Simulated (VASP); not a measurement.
# The low-index faces of Au, part 3 of 4

How do surface energy, work function and relaxation of Au depend on the face?

VASP 6.6.1; PBE; plane waves and PAW (Au).

So far. Step 4 (Surface relaxation, 7 atoms, face Au(111)): The run ended after 6 ionic steps, 0.004 eV below its first step, once the forces on the free atoms met EDIFFG = -0.03. Step 5 (Potential and states of the slab, 7 atoms, face Au(111)): The vacuum level lies 5.23 eV above the Fermi level at the upper face; both faces agree, as the slab has next to no dipole.

## (6) Relaxing the slab, 7 atoms, face Au(100)

The input, INCAR:

```
SYSTEM = Au
PREC = Normal
ENCUT = 320
EDIFF = 1E-05
NELM = 120
ISMEAR = 1
SIGMA = 0.15
LREAL = .FALSE.
ALGO = Fast
GGA = PE
NBANDS = 47
LASPH = .TRUE.
LORBIT = 11
LWAVE = .FALSE.
LCHARG = .FALSE.
KPAR = 4
IBRION = 2
NSW = 40
ISIF = 2
EDIFFG = -0.03
POTIM = 0.4
MAXMIX = 40
```

The input, POSCAR:

```
Au
1.0
    2.9390587337      0.0000000000      0.0000000000
    0.0000000000      2.9390587337      0.0000000000
    0.0000000000      0.0000000000     27.4693701654
Au
7
Direct
    0.0000000000      0.0000000000      0.2730313800
    0.5000000000      0.5000000000      0.3486875900
    0.0000000000      0.0000000000      0.4243437900
    0.5000000000      0.5000000000      0.5000000000
    0.0000000000      0.0000000000      0.5756562100
    0.5000000000      0.5000000000      0.6513124100
    0.0000000000      0.0000000000      0.7269686200
```

The input, KPOINTS:

```
Automatic mesh
0
Gamma
10 10 1
0 0 0
```

PAW data sets: Au (PBE family, release 64).

Command:

```bash
mpirun -np 4 vasp_std
```

The program printed:

```text
[... set-up lines as in an earlier step ...]
 entering main loop
       N       E                     dE             d eps       ncg     rms          rms(c)
DAV:   1     0.402507367991E+03    0.40251E+03   -0.28297E+04  1990   0.987E+02
DAV:   2    -0.687352527278E+01   -0.40938E+03   -0.38291E+03  2304   0.249E+02
DAV:   3    -0.230189078244E+02   -0.16145E+02   -0.15675E+02  2220   0.473E+01
DAV:   4    -0.233643288546E+02   -0.34542E+00   -0.34502E+00  2317   0.712E+00
DAV:   5    -0.233726479830E+02   -0.83191E-02   -0.83179E-02  2247   0.107E+00    0.191E+01
RMM:   6    -0.217941269368E+02    0.15785E+01   -0.45189E+00  1974   0.105E+01    0.133E+01
RMM:   7    -0.223244462911E+02   -0.53032E+00   -0.18669E+00  1990   0.515E+00    0.598E+00
RMM:   8    -0.219784371852E+02    0.34601E+00   -0.14221E+00  1995   0.412E+00    0.416E+00
RMM:   9    -0.216411174266E+02    0.33732E+00   -0.16691E-01  1985   0.181E+00    0.739E-01
RMM:  10    -0.216256080708E+02    0.15509E-01   -0.24057E-02  1993   0.598E-01    0.238E-01
RMM:  11    -0.216255074166E+02    0.10065E-03   -0.19635E-03  2017   0.174E-01    0.152E-01
RMM:  12    -0.216254918260E+02    0.15591E-04   -0.99128E-04  1994   0.121E-01    0.341E-02
RMM:  13    -0.216254987926E+02   -0.69667E-05   -0.17454E-04  1974   0.530E-02    0.145E-02
RMM:  14    -0.216255158144E+02   -0.17022E-04   -0.44624E-05  1390   0.225E-02    0.736E-03
RMM:  15    -0.216255227789E+02   -0.69645E-05   -0.73636E-06  1164   0.106E-02
   1 F= -.21625523E+02 E0= -.21626412E+02  d E =-.216255E+02
 curvature:   0.00 expect dE= 0.000E+00 dE for cont linesearch  0.000E+00
 trial: gam= 0.00000 g(F)=  0.713E-03 g(S)=  0.000E+00 ort = 0.000E+00 (trialstep = 0.100E+01)
 search vector abs. value=  0.713E-03
 bond charge predicted
       N       E                     dE             d eps       ncg     rms          rms(c)
DAV:   1    -0.216259640012E+02   -0.44819E-03   -0.18004E-01  2156   0.159E+00    0.604E-02
RMM:   2    -0.216261333495E+02   -0.16935E-03   -0.15994E-03  1987   0.227E-01    0.346E-02
RMM:   3    -0.216261231952E+02    0.10154E-04   -0.23439E-04  1984   0.858E-02    0.253E-02
RMM:   4    -0.216261309696E+02   -0.77744E-05   -0.56965E-05  1706   0.385E-02
   2 F= -.21626131E+02 E0= -.21626983E+02  d E =-.608191E-03
[...]
3 F= -.21626287E+02 E0= -.21627128E+02  d E =-.763773E-03
 curvature:  -0.57 expect dE=-0.915E-04 dE for cont linesearch -0.827E-04
 ZBRENT: increasing intervall
 opt :   2.0110  next Energy=   -21.626488 (dE=-0.965E-03)
 bond charge predicted
       N       E                     dE             d eps       ncg     rms          rms(c)
DAV:   1    -0.216264547469E+02   -0.17354E-03   -0.82476E-02  2051   0.107E+00    0.391E-02
RMM:   2    -0.216265155676E+02   -0.60821E-04   -0.57854E-04  1980   0.148E-01    0.451E-03
RMM:   3    -0.216265275710E+02   -0.12003E-04   -0.11859E-04  1846   0.585E-02    0.314E-03
RMM:   4    -0.216265302650E+02   -0.26940E-05   -0.26992E-05  1195   0.248E-02
   4 F= -.21626530E+02 E0= -.21627346E+02  d E =-.100749E-02
 curvature:  -1.40 expect dE=-0.126E-03 dE for cont linesearch -0.776E-04
 trial: gam=-0.15301 g(F)=  0.900E-04 g(S)=  0.000E+00 ort = 0.199E-03 (trialstep = 0.120E+01)
 search vector abs. value=  0.458E-04
 reached required accuracy - stopping structural energy minimisation
```

It took 56 s on 4 MPI ranks of Intel Xeon Platinum 8488C (Sapphire Rapids), shared host; peak memory 0.84 GiB; 3.7 min of CPU time.

OUTCAR, selected parts (step 6):

```text
   k-points           NKPTS =     21   k-points in BZ     NKDIM =     21   number of bands    NBANDS=     47

   ENCUT  =  320.0 eV  23.52 Ry    4.85 a.u.   4.29  4.29 40.07*2*pi/ulx,y,z

   NELECT =      77.0000    total number of electrons

 E-fermi :   2.1327

 k-point     1 :       0.0000    0.0000    0.0000
  band No.  band energies     occupation
    ...
     37       0.2491      2.00000
     38       0.2661      2.00000
     39       0.4515      2.00000
     40       0.4515      2.00000
     41       0.7997      2.00000
     42       2.6622     -0.00001
     43       3.5509     -0.00000
     44       6.9354      0.00000
     45       7.3433      0.00000
     46       8.0485      0.00000
    ...

  Total       -3.3878331     -3.3878331     -1.0353369      0.0000000      0.0000000      0.0000000
  in kB      -22.8753293    -22.8753293     -6.9908028      0.0000000      0.0000000      0.0000000
  external PRESSURE =     -17.5804871 kB  Pullay stress =       0.0000000 kB

 POSITION                                       TOTAL-FORCE (eV/Angst)
 -----------------------------------------------------------------------------------
      0.00000      0.00000      7.50547        -0.000000     -0.000000      0.027601
      1.46953      1.46953      9.57329        -0.000000     -0.000000     -0.005551
      0.00000      0.00000     11.65534         0.000000      0.000000     -0.019324
      1.46953      1.46953     13.73469         0.000000     -0.000000     -0.000000
      0.00000      0.00000     15.81403         0.000000      0.000000      0.019324
      1.46953      1.46953     17.89608         0.000000      0.000000      0.005551
      0.00000      0.00000     19.96390         0.000000      0.000000     -0.027601
 -----------------------------------------------------------------------------------
    total drift:                                0.000000     -0.000000      0.000000

  FREE ENERGIE OF THE ION-ELECTRON SYSTEM (eV)
  ---------------------------------------------------
  free  energy   TOTEN  =       -21.6265302650 eV

  energy  without entropy=      -21.6289784771  energy(sigma->0) =      -21.62734634

[... 1 part as in an earlier step ...]

[... 15 further parts left out ...]
```

CONTCAR:

```
Au
   1.00000000000000
     2.9390587337000000    0.0000000000000000    0.0000000000000000
     0.0000000000000000    2.9390587337000000    0.0000000000000000
     0.0000000000000000    0.0000000000000000   27.4693701654000009
  Au
     7
Direct
     0.0000000000000000    0.0000000000000000    0.2732306164039848
     0.5000000000000000    0.5000000000000000    0.3485077697983296
     0.0000000000000000    0.0000000000000000    0.4243029982726579
     0.5000000000000000    0.5000000000000000    0.5000000000000000
     0.0000000000000000    0.0000000000000000    0.5756970017273421
     0.5000000000000000    0.5000000000000000    0.6514922302016704
     0.0000000000000000    0.0000000000000000    0.7267693835960153
```

The run keeps the 16 symmetry operations of its start, so it cannot find a distortion of lower symmetry.

Step by step:

```
step  energy less that of the first step (eV)  largest force (eV/Å)
   1                                   0.0000                0.0705
   2                                  -0.0006                0.0380
   3                                  -0.0008                0.0372
   4                                  -0.0010                0.0276
```

The relaxed structure:

```xyz
7
Lattice="2.9391 0.0000 0.0000 0.0000 2.9391 0.0000 0.0000 0.0000 27.4694" Properties=species:S:1:pos:R:3
Au    0.0000    0.0000    7.5055
Au    1.4695    1.4695    9.5733
Au    0.0000    0.0000   11.6553
Au    1.4695    1.4695   13.7347
Au    0.0000    0.0000   15.8140
Au    1.4695    1.4695   17.8961
Au    0.0000    0.0000   19.9639
```

Numbers from this step:

```
electronic cycles       : 26
free energy (TOTEN)     : -21.63 eV
energy at zero smearing : -21.63 eV
Fermi energy            : 2.133 eV
```

The run ended after 4 ionic steps, 0.001 eV below its first step, once the forces on the free atoms met EDIFFG = -0.03.

## (7) Vacuum level and density of states, 7 atoms, face Au(100)

The input, INCAR:

```
SYSTEM = Au
PREC = Normal
ENCUT = 320
EDIFF = 1E-06
NELM = 120
ISMEAR = 1
SIGMA = 0.15
LREAL = .FALSE.
ALGO = Fast
GGA = PE
NBANDS = 47
LASPH = .TRUE.
LORBIT = 11
LWAVE = .FALSE.
LCHARG = .TRUE.
KPAR = 4
IDIPOL = 3
LDIPOL = .TRUE.
DIPOL = 0.5 0.5 0.5
LVHAR = .TRUE.
LVACPOTAV = .TRUE.
NEDOS = 1500
```

The input, POSCAR:

```
Au
1.0
    2.9390587337      0.0000000000      0.0000000000
    0.0000000000      2.9390587337      0.0000000000
    0.0000000000      0.0000000000     27.4693701654
Au
7
Direct
    0.0000000000      0.0000000000      0.2732306164
    0.5000000000      0.5000000000      0.3485077698
    0.0000000000      0.0000000000      0.4243029983
    0.5000000000      0.5000000000      0.5000000000
    0.0000000000      0.0000000000      0.5756970017
    0.5000000000      0.5000000000      0.6514922302
    0.0000000000      0.0000000000      0.7267693836
```

KPOINTS is that of step 6.

Command:

```bash
mpirun -np 4 vasp_std
```

The program printed:

```text
[... set-up lines as in an earlier step ...]
 entering main loop
       N       E                     dE             d eps       ncg     rms          rms(c)
DAV:   1     0.400903390930E+03    0.40090E+03   -0.28318E+04  1998   0.987E+02
DAV:   2    -0.714423824167E+01   -0.40805E+03   -0.38249E+03  2312   0.249E+02
DAV:   3    -0.230311948543E+02   -0.15887E+02   -0.15426E+02  2221   0.470E+01
DAV:   4    -0.233655206600E+02   -0.33433E+00   -0.33381E+00  2340   0.702E+00
DAV:   5    -0.233734547431E+02   -0.79341E-02   -0.79330E-02  2232   0.106E+00    0.191E+01
RMM:   6    -0.217924909912E+02    0.15810E+01   -0.45118E+00  2078   0.105E+01    0.133E+01
RMM:   7    -0.223117194095E+02   -0.51923E+00   -0.18455E+00  2184   0.515E+00    0.595E+00
RMM:   8    -0.219831878474E+02    0.32853E+00   -0.14391E+00  2268   0.412E+00    0.415E+00
RMM:   9    -0.216424443016E+02    0.34074E+00   -0.16916E-01  2108   0.181E+00    0.743E-01
RMM:  10    -0.216265187377E+02    0.15926E-01   -0.25424E-02  2152   0.607E-01    0.234E-01
RMM:  11    -0.216264916531E+02    0.27085E-04   -0.21527E-03  2199   0.178E-01    0.150E-01
RMM:  12    -0.216264835719E+02    0.80812E-05   -0.95957E-04  2223   0.118E-01    0.337E-02
RMM:  13    -0.216264958391E+02   -0.12267E-04   -0.17409E-04  2245   0.521E-02    0.132E-02
RMM:  14    -0.216265109435E+02   -0.15104E-04   -0.48321E-05  2289   0.231E-02    0.815E-03
RMM:  15    -0.216265208726E+02   -0.99291E-05   -0.83284E-06  1932   0.110E-02    0.335E-03
RMM:  16    -0.216265248819E+02   -0.40093E-05   -0.27669E-06  1482   0.576E-03    0.185E-03
RMM:  17    -0.216265280388E+02   -0.31569E-05   -0.79121E-07  1331   0.308E-03    0.694E-04
RMM:  18    -0.216265296229E+02   -0.15841E-05   -0.27070E-07  1117   0.191E-03    0.962E-04
RMM:  19    -0.216265304625E+02   -0.83958E-06   -0.15098E-07   794   0.133E-03
 [... a notice as in an earlier step ...]

   1 F= -.21626530E+02 E0= -.21627345E+02  d E =0.244404E-02
```

Wall time 34 s (4 MPI ranks); peak memory 0.81 GiB.

OUTCAR, selected parts (step 7):

```text
   NELECT =      77.0000    total number of electrons

 E-fermi :   2.1326

 k-point     1 :       0.0000    0.0000    0.0000
  band No.  band energies     occupation
    ...
     37       0.2489      2.00000
     38       0.2659      2.00000
     39       0.4514      2.00000
     40       0.4514      2.00000
     41       0.7997      2.00000
     42       2.6621     -0.00001
     43       3.5507     -0.00000
     44       6.9290      0.00000
     45       7.3353      0.00000
     46       8.0493      0.00000
    ...

  Total       -3.3903208     -3.3903208     -1.0355515      0.0000000     -0.0000000      0.0000000
  in kB      -22.8921272    -22.8921272     -6.9922516      0.0000000     -0.0000000      0.0000000
  external PRESSURE =     -17.5921687 kB  Pullay stress =       0.0000000 kB

 POSITION                                       TOTAL-FORCE (eV/Angst)
 -----------------------------------------------------------------------------------
      0.00000      0.00000      7.50547         0.000000      0.000000      0.035563
      1.46953      1.46953      9.57329        -0.000000      0.000000     -0.013970
      0.00000      0.00000     11.65534        -0.000000     -0.000000     -0.021151
      1.46953      1.46953     13.73469         0.000000      0.000000      0.000000
      0.00000      0.00000     15.81403         0.000000      0.000000      0.021151
      1.46953      1.46953     17.89608         0.000000     -0.000000      0.013970
      0.00000      0.00000     19.96390        -0.000000      0.000000     -0.035563
 -----------------------------------------------------------------------------------
    total drift:                                0.000000     -0.000000      0.000000

  FREE ENERGIE OF THE ION-ELECTRON SYSTEM (eV)
  ---------------------------------------------------
  free  energy   TOTEN  =       -21.6265304625 eV

  energy  without entropy=      -21.6289744998  energy(sigma->0) =      -21.62734514

 vacuum level on the upper side and lower side of the slab         7.231         7.231

[... 8 parts as in an earlier step ...]

[... 10 further parts left out ...]
```

Numbers from this step:

| Item | Value |
| --- | --- |
| electronic cycles | 19 |
| vacuum levels | 7.231, 7.231 eV |
| work functions of the upper and lower face | 5.098, 5.098 eV |

The planar average of the electrostatic potential oscillates, so the rows of the table below give means over windows of 2.06 Å about each position, cut where the curve ends. Its maxima inside the range that stand out by 2 % of the span (Å: eV): 8.6: -0.801, 10.6: -0.708, 12.7: -0.715, 14.8: -0.715, 16.8: -0.708, 18.9: -0.801. Its minima: 7.6: -15.0, 9.6: -15.4, 11.7: -15.4, 13.7: -15.4, 15.8: -15.4, 17.9: -15.4, 19.9: -15.0.

Zero at the Fermi level. The planar average of the electrostatic potential by height; means over each step:

height (Å), planar average of the electrostatic potential (eV) and a bar from the least value:
```
     1.03        5.1 ##############################
     3.09        5.1 ##############################
     5.15        4.9 #############################
     7.21       -7.3 ###
     9.27       -8.6 
    11.33       -8.6 
    13.39       -8.6 
    15.45       -8.6 
    17.51       -8.6 
    19.57       -8.3 #
    21.63        3.4 ##########################
    23.69        5.1 ##############################
    25.75        5.1 ##############################
```

Density of states in the PAW spheres, an atom over height of the layer and energy from the Fermi level.

Ten even steps from '0' (0.02 states/eV) to '9' (3.14 states/eV), each cell a mean:
```
0000000
0000000
0001000
0000000
1000001
2222222
8887888
9656569
9555559
8466648
8455548
7776777
5788875
4556554
3544453
2634362
2554552
0233320
0111110
0000000
0000000
0000000
```
Columns: height of the layer (Å) from 7.5 to 20; rows upwards: energy from the Fermi level (eV) from -7.9 to 0.5.

Valence density in the ca plane at fractional y = 0.000, with atoms of Au within 0.2 Å of it. It is the smooth field of the valence electrons, not physical close to the nuclei.

Values in e/Å³, 5 rows by 16 columns, each cell a mean:
```
0.1 0.3 2.6 1.5 0.1 0.2 2.1 2.1 0.2 0.2 1.7 2.5 0.2 0.0 0.0 0.0
0.2 0.2 0.7 0.4 0.2 0.2 0.6 0.6 0.2 0.2 0.5 0.6 0.1 0.0 0.0 0.0
0.2 0.2 0.3 0.2 0.2 0.2 0.2 0.2 0.2 0.2 0.2 0.2 0.1 0.0 0.0 0.0
0.2 0.2 1.2 0.7 0.2 0.2 1.0 1.0 0.2 0.2 0.8 1.1 0.1 0.0 0.0 0.0
0.1 0.4 3.2 1.9 0.1 0.2 2.6 2.5 0.2 0.1 2.0 3.1 0.3 0.0 0.0 0.0
```
Columns run along c (16.0 Å, from fractional 0.33 to 0.91 of the cell), rows up along a (2.9 Å). Atoms in or near the plane, at fractional coordinates: Au at (0.42, 0.00), Au at (0.58, 0.00), Au at (0.73, 0.00).

The map of layer states is cut here 0.5 eV above the Fermi level, so it leaves out the states above that.

The vacuum level lies 5.10 eV above the Fermi level at the upper face; both faces agree, as the slab has next to no dipole.

The program found no field-free point at its default tolerance, but its printed level agrees with the flat part of the planar average.

On this mesh the fine structure of the density of states is sampling noise, and high empty states may be cut by the number of bands.

(Continued in part 4 of 4.)

[Lines on the potential files, build, host, timing and source positions are cut from VASP's logs without a mark.]

[Logs are printed without paths, hosts, clocks, repeated set-up lines and the standing remarks that a program may print on its own settings, such as how far it seeks lower states.]

[Hosts, paths, dates, database ids (printed as entryN), source tags and the programs' standing remarks are cut or masked in the printed files.]

[Runs that stopped without an error message from VASP are left out.]
